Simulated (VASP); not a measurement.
Data:

```
CsPbCl3
1.0
    5.53015     0.00000     0.00000
    0.00000     5.53015     0.00000
    0.00000     0.00000     5.53015
Cs Pb Cl
1 1 3
Direct
  0.00000   0.00000   0.00000
  0.50000   0.50000   0.50000
  0.50000   0.00000   0.50000
  0.00000   0.50000   0.50000
  0.50000   0.50000   0.00000
```

Computed with SCAN meta-GGA, VASP's PBE PAW potentials (set 64) (plane waves; VASP). Run with 520 eV cut-off, 4×4×4 Γ-centred mesh, Gaussian smearing of 0.050 eV, potentials Cs_sv Pb_d Cl.

Problem. Give the stress tensor in GPa (positive for a compressed cell).

Solution. 
```
1.99  0.00  0.00
0.00  1.99  0.00
0.00  0.00  1.99
```
The pressure is its mean diagonal, 1.99 GPa.

The compound is CsPbCl3 in the cubic perovskite structure, the ideal cubic form; the compound distorts at low or room temperature. This cell is one point of a volume scan, at 0.94 of the reference volume.
